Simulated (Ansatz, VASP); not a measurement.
**AlNi in two plane-wave programs**

One calculation is typed for both programs; each brings its own data sets. How far apart do they land? The cell is taken from a series of runs on this material, whose earlier steps may have relaxed, scaled, displaced or heated it; both programs get it as it stands.

Method: plane waves, with VASP 6.6.1 beside it; zone-centre phonons at LDA, in Ansatz 0.2.0.

## (1) The structure

The structure is orthorhombic, space group Cmmm (No. 65). The conventional cell has a = 3.845 Å, b = 3.978 Å, c = 2.931 Å, α = 90.00°, β = 90.00°, γ = 90.00°. Nearest to Al lie 8 Ni at 2.42 to 2.47 Å. Nearest to Ni lie 8 Al at 2.42 to 2.47 Å. Farther neighbours are not listed.

## (2) VASP: zone-centre phonons, LDA

Second derivatives magnify differences that forces hide, and they need a tight electronic threshold.

Lines of VASP's logs that name or quote its potential files are left out, and so is its time.

File INCAR:

```
SYSTEM = AlNi
PREC = Accurate
ENCUT = 600
EDIFF = 1E-08
NELM = 120
ISMEAR = 1
SIGMA = 0.2
LREAL = .FALSE.
ALGO = Normal
GGA = PW92
NBANDS = 12
LASPH = .TRUE.
LORBIT = 11
LWAVE = .FALSE.
LCHARG = .FALSE.
ISIF = 2
IBRION = 8
GGA_COMPAT = .FALSE.
KPAR = 2
```

File POSCAR:

```
AlNi
1.0
    2.7656258764     -0.0469859242      0.0000000000
   -0.0469859242      2.7656258764      0.0000000000
    0.0000000000      0.0000000000      2.9312215361
Al Ni
1 1
Direct
    0.0000000000      0.0000000000      0.0000000000
    0.5000000000      0.5000000000      0.5000000000
```

File KPOINTS:

```
Automatic mesh
0
Gamma
16 16 16
0 0 0
```

The projector-augmented-wave data sets are Al and Ni (LDA family, release 64).

On the command line:

```
$ mpirun -np 2 vasp_std
```

Numbers of over 12 decimals in the logs are rounded to 6 here.

Log:

```text
[banner, memory and clock lines left out]
running    2 mpi-ranks, on    1 nodes
 distrk:  each k-point on    1 cores,    2 groups
 distr:  one band on    1 cores,    1 groups

 POSCAR found type information on POSCAR AlNi
 POSCAR found :  2 types and       2 ions
|                                                                             |
|               ----> ADVICE to this user running VASP <----                  |
|                                                                             |
|     You enforced a specific xc type in the INCAR file but a different       |
|     [... a line on the potential file left out ...]
|     I HOPE YOU KNOW WHAT YOU ARE DOING!                                     |
|                                                                             |

 LDA part: xc-table for (Slater(with rela. corr.)+PW92), standard interpolation
 POSCAR, INCAR and KPOINTS ok, starting setup
 FFT: planning ... GRIDC
 FFT: planning ... GRID_SOFT
 FFT: planning ... GRID
 WAVECAR not read
 entering main loop
       N       E                     dE             d eps       ncg     rms          rms(c)
DAV:   1     0.438289361705E+02    0.43829E+02   -0.62040E+03 15968   0.130E+03
DAV:   2    -0.118077855334E+02   -0.55637E+02   -0.51475E+02 16116   0.210E+02
DAV:   3    -0.135940980845E+02   -0.17863E+01   -0.17663E+01 19144   0.438E+01
DAV:   4    -0.136180489745E+02   -0.23951E-01   -0.23943E-01 17624   0.456E+00
DAV:   5    -0.136186411550E+02   -0.59218E-03   -0.59216E-03 18884   0.796E-01    0.122E+01
DAV:   6    -0.151215383571E+02   -0.15029E+01   -0.44449E+01 17592   0.110E+02    0.144E+01
DAV:   7    -0.121920497265E+02    0.29295E+01   -0.13475E+01 17756   0.660E+01    0.104E+00
DAV:   8    -0.121776406113E+02    0.14409E-01   -0.26713E-01 19128   0.592E+00    0.104E+00
DAV:   9    -0.121614695070E+02    0.16171E-01   -0.47234E-02 19152   0.329E+00    0.169E-01
DAV:  10    -0.121611143696E+02    0.35514E-03   -0.10405E-03 19112   0.477E-01    0.837E-02
DAV:  11    -0.121611158762E+02   -0.15067E-05   -0.33275E-05 19252   0.553E-02    0.236E-02
DAV:  12    -0.121611151525E+02    0.72379E-06   -0.40102E-06 20196   0.338E-02    0.469E-03
DAV:  13    -0.121611149902E+02    0.16226E-06   -0.56173E-07 23636   0.742E-03    0.148E-03
DAV:  14    -0.121611149923E+02   -0.20934E-08   -0.23526E-08 11728   0.192E-03
   1 F= -.12161115E+02 E0= -.12160784E+02  d E =-.993731E-03
 Linear response reoptimize wavefunctions to high precision
DAV:   1    -0.121611149916E+02    0.71896E-09   -0.11782E-08 18936   0.183E-03
DAV:   2    -0.121611149916E+02   -0.10232E-10   -0.11103E-10  9072   0.101E-04
 Linear response DOF=           4
 Linear response progress:
  Degree of freedom:   1/  4
       N       E                     dE             d eps       ncg     rms          rms(c)
RMM:   1    -0.553053652133E-02   -0.55305E-02    0.61408E-04 62394   0.626E-01
RMM:   2    -0.521452573842E-02    0.31601E-03   -0.10469E-04 41633   0.223E-01    0.582E-02
RMM:   3    -0.520188148853E-02    0.12644E-04   -0.91903E-05 45878   0.788E-02    0.294E-02
RMM:   4    -0.526606413990E-02   -0.64183E-04   -0.39592E-05 45521   0.490E-02    0.561E-03
RMM:   5    -0.527045331735E-02   -0.43892E-05   -0.28347E-06 47181   0.115E-02    0.189E-03
RMM:   6    -0.527043548453E-02    0.17833E-07   -0.13970E-07 43395   0.395E-03    0.107E-03
RMM:   7    -0.527045089625E-02   -0.15412E-07   -0.26958E-08 42593   0.215E-03    0.514E-04
RMM:   8    -0.527054381583E-02   -0.92920E-07   -0.55615E-09 49931   0.577E-04    0.231E-04
RMM:   9    -0.527061750774E-02   -0.73692E-07   -0.52477E-10 49838   0.148E-04    0.627E-05
RMM:  10    -0.527060389399E-02    0.13614E-07    0.32544E-11 50081   0.484E-05    0.677E-06
RMM:  11    -0.527061123478E-02   -0.73408E-08   -0.54453E-11 49630   0.186E-05    0.225E-06
 first order change of Fermi-energy  -0.15909E-03
 force on displaced ion       1 direction 1 :  -6.694  -0.972   0.000
 Linear response progress:
  Degree of freedom:   2/  4
       N       E                     dE             d eps       ncg     rms          rms(c)
RMM:   1    -0.662990876680E-02   -0.66299E-02    0.62525E-03 34712   0.740E-01
RMM:   2    -0.629346942650E-02    0.33644E-03   -0.28227E-04 22946   0.285E-01    0.683E-02
RMM:   3    -0.624290317488E-02    0.50566E-04   -0.17555E-04 25771   0.107E-01    0.323E-02
RMM:   4    -0.631624515403E-02   -0.73342E-04   -0.58832E-05 25559   0.586E-02    0.664E-03
RMM:   5    -0.632100483125E-02   -0.47597E-05   -0.35791E-06 26083   0.135E-02    0.203E-03
RMM:   6    -0.632096184396E-02    0.42987E-07   -0.14922E-07 26843   0.272E-03    0.713E-04
RMM:   7    -0.632093857022E-02    0.23274E-07   -0.12083E-08 25686   0.913E-04    0.607E-04
RMM:   8    -0.632093591207E-02    0.26581E-08   -0.10310E-09 25901   0.388E-04    0.245E-04
 first order change of Fermi-energy  -0.18367E-04
 force on displaced ion       1 direction 3 :  -0.000   0.000  -7.065
 Linear response progress:
  Degree of freedom:   3/  4
       N       E                     dE             d eps       ncg     rms          rms(c)
RMM:   1    -0.186896721466E+00   -0.18690E+00   -0.97634E-02 41223   0.270E+00
RMM:   2    -0.185699619119E+00    0.11971E-02   -0.18174E-03 41911   0.518E-01    0.131E-01
RMM:   3    -0.185666260376E+00    0.33359E-04   -0.13631E-04 44844   0.102E-01    0.776E-02
RMM:   4    -0.186037077534E+00   -0.37082E-03   -0.19423E-04 48293   0.110E-01    0.563E-03
RMM:   5    -0.186020022100E+00    0.17055E-04   -0.36900E-06 49442   0.206E-02    0.366E-03
RMM:   6    -0.186015602494E+00    0.44196E-05   -0.23458E-07 45027   0.607E-03    0.258E-03
RMM:   7    -0.186007982195E+00    0.76203E-05   -0.76837E-08 46738   0.340E-03    0.462E-04
RMM:   8    -0.186003702033E+00    0.42802E-05   -0.10731E-08 51387   0.869E-04    0.661E-05
RMM:   9    -0.186003326932E+00    0.37510E-06   -0.12038E-09 51810   0.211E-04    0.186E-05
RMM:  10    -0.186003240388E+00    0.86544E-07   -0.61497E-10 52344   0.745E-05    0.132E-05
RMM:  11    -0.186003166840E+00    0.73548E-07   -0.61345E-10 52094   0.382E-05    0.146E-06
RMM:  12    -0.186003173536E+00   -0.66964E-08   -0.60301E-10 52042   0.240E-05    0.730E-07
 first order change of Fermi-energy   0.10707E-02
 force on displaced ion       2 direction 1 :  -6.698  -0.977   0.000
 Linear response progress:
  Degree of freedom:   4/  4
       N       E                     dE             d eps       ncg     rms          rms(c)
RMM:   1    -0.189714224737E+00   -0.18971E+00   -0.10202E-01 23204   0.270E+00
RMM:   2    -0.187921664003E+00    0.17926E-02   -0.17960E-03 23216   0.542E-01    0.137E-01
RMM:   3    -0.187958839888E+00   -0.37176E-04   -0.16115E-04 25041   0.108E-01    0.804E-02
RMM:   4    -0.188408827346E+00   -0.44999E-03   -0.16969E-04 27096   0.100E-01    0.634E-03
RMM:   5    -0.188396653158E+00    0.12174E-04   -0.44184E-06 27338   0.232E-02    0.520E-03
RMM:   6    -0.188393725465E+00    0.29277E-05   -0.59782E-07 24198   0.106E-02    0.235E-03
RMM:   7    -0.188386175415E+00    0.75500E-05   -0.26268E-07 28150   0.403E-03    0.600E-04
RMM:   8    -0.188382655986E+00    0.35194E-05   -0.10667E-08 28015   0.107E-03    0.160E-04
RMM:   9    -0.188382074692E+00    0.58129E-06   -0.23484E-09 28511   0.312E-04    0.439E-05
RMM:  10    -0.188381682310E+00    0.39238E-06   -0.28685E-10 28852   0.984E-05    0.215E-05
RMM:  11    -0.188381662342E+00    0.19968E-07   -0.55635E-10 26307   0.623E-05    0.231E-06
RMM:  12    -0.188381673795E+00   -0.11453E-07   -0.52909E-10 29686   0.304E-05    0.138E-06
RMM:  13    -0.188381673759E+00    0.36247E-10   -0.55769E-10 28657   0.198E-05    0.490E-07
 first order change of Fermi-energy   0.23614E-02
 force on displaced ion       2 direction 3 :  -0.000   0.000  -7.081
 Linear response finished
```

OUTCAR, selected parts (step 2):

```text
ion  position               nearest neighbor table
   1  0.000  0.000  0.000-   2 2.42   2 2.42   2 2.42   2 2.42   2 2.47   2 2.47   2 2.47   2 2.47

  LATTYP: Found a base centered orthorhombic cell.
 ALAT       =     3.8447374916
 B/A-ratio  =     1.0345657572
 C/A-ratio  =     0.7623983542

 Subroutine GETGRP returns: Found  8 space group operations
 (whereof  8 operations were pure point group operations)

The static configuration has the point symmetry D_2h.

 Found    657 irreducible k-points:

   k-points           NKPTS =    657   k-points in BZ     NKDIM =    657   number of bands    NBANDS=     12

   dimension x,y,z NGX =    24 NGY =   24 NGZ =   24
   dimension x,y,z NGXF=    48 NGYF=   48 NGZF=   48

   ENCUT  =  600.0 eV  44.10 Ry    6.64 a.u.   5.52  5.52  5.85*2*pi/ulx,y,z

   NELECT =      13.0000    total number of electrons

 k-points in reciprocal lattice and weights: Automatic mesh
   0.00000000  0.00000000  0.00000000       0.000
   0.06250000  0.00000000  0.00000000       0.001
   0.12500000  0.00000000  0.00000000       0.001
   0.18750000 -0.00000000  0.00000000       0.001
   0.25000000  0.00000000  0.00000000       0.001
   0.31250000  0.00000000  0.00000000       0.001
   0.37500000 -0.00000000  0.00000000       0.001
   0.43750000  0.00000000  0.00000000       0.001
   0.50000000  0.00000000  0.00000000       0.000
[...]
-0.43750000  0.43750000  0.50000000       0.000
   0.50000000  0.50000000  0.50000000       0.000

 average (electrostatic) potential at core
       1 -67.4408       2 -80.8019

  Total        0.6469782      0.6469782      0.0173217      0.6122050      0.0000000      0.0000000
  in kB       46.2476980     46.2476980      1.2382024     43.7620196      0.0000000      0.0000000
  external PRESSURE =      31.2445328 kB  Pullay stress =       0.0000000 kB

  energy-cutoff  :      600.00
  volume of cell :       22.41
      direct lattice vectors                 reciprocal lattice vectors
     2.765625876 -0.046985924  0.000000000     0.361686202  0.006144779  0.000000000
    -0.046985924  2.765625876  0.000000000     0.006144779  0.361686202  0.000000000
     0.000000000  0.000000000  2.931221536     0.000000000  0.000000000  0.341154699

 POSITION                                       TOTAL-FORCE (eV/Angst)
 -----------------------------------------------------------------------------------
      0.00000      0.00000      0.00000        -0.000000      0.000000      0.000000
      1.35932      1.35932      1.46561         0.000000      0.000000      0.000000
 -----------------------------------------------------------------------------------
    total drift:                                0.000000      0.000000     -0.000000

 Eigenvectors and eigenvalues of the dynamical matrix
 ----------------------------------------------------

   1 f  =   10.070140 THz    63.272556 2PiTHz  335.903714 cm-1    41.646734 meV
             X         Y         Z           dx          dy          dz
      0.000000  0.000000  0.000000    -0.585155   -0.585155    0.000000
      1.359320  1.359320  1.465611     0.396980    0.396980    0.000000

   2 f  =    9.668657 THz    60.749964 2PiTHz  322.511685 cm-1    39.986335 meV
             X         Y         Z           dx          dy          dz
      0.000000  0.000000  0.000000     0.000000    0.000000    0.827385
      1.359320  1.359320  1.465611     0.000000    0.000000   -0.561635

   3 f  =    8.697954 THz    54.650859 2PiTHz  290.132526 cm-1    35.971832 meV
             X         Y         Z           dx          dy          dz
      0.000000  0.000000  0.000000    -0.585263    0.585263    0.000000
      1.359320  1.359320  1.465611     0.396821   -0.396821    0.000000

   4 f/i=    0.000034 THz     0.000212 2PiTHz    0.001123 cm-1     0.000139 meV
             X         Y         Z           dx          dy          dz
      0.000000  0.000000  0.000000    -0.396821    0.396821    0.000000
      1.359320  1.359320  1.465611    -0.585263    0.585263    0.000000

   5 f/i=    0.002706 THz     0.017000 2PiTHz    0.090248 cm-1     0.011189 meV
             X         Y         Z           dx          dy          dz
      0.000000  0.000000  0.000000     0.396980    0.396980    0.000000
      1.359320  1.359320  1.465611     0.585155    0.585155    0.000000

   6 f/i=    0.005163 THz     0.032441 2PiTHz    0.172222 cm-1     0.021353 meV
             X         Y         Z           dx          dy          dz
      0.000000  0.000000  0.000000     0.000000    0.000000   -0.561635
      1.359320  1.359320  1.465611     0.000000    0.000000   -0.827385

 ELASTIC MODULI CONTR FROM IONIC RELAXATION (kBar)
 Direction    XX          YY          ZZ          XY          YZ          ZX
 --------------------------------------------------------------------------------
 XX           0.0000      0.0000      0.0000      0.0000      0.0000      0.0000
 YY           0.0000      0.0000      0.0000      0.0000      0.0000      0.0000
 ZZ           0.0000      0.0000      0.0000      0.0000      0.0000      0.0000
 XY           0.0000      0.0000      0.0000      0.0000      0.0000      0.0000
 YZ           0.0000      0.0000      0.0000      0.0000      0.0000      0.0000
 ZX           0.0000      0.0000      0.0000      0.0000      0.0000      0.0000
 --------------------------------------------------------------------------------
```

This run has no spin polarisation, so a moment on Ni, if there is one, isn't seen. Its electron count is odd, so without a moment it is a metal by construction.

(Continued in part 2 of 2.)

[Lines on the potential files, build, host, timing and source positions are cut from VASP's logs without a mark.]

[Logs are printed without paths, hosts, clocks, repeated set-up lines and the standing remarks that a program may print on its own settings, such as how far it seeks lower states.]

[Hosts, paths, dates, database ids (printed as entryN), source tags and the programs' standing remarks are cut or masked in the printed files.]
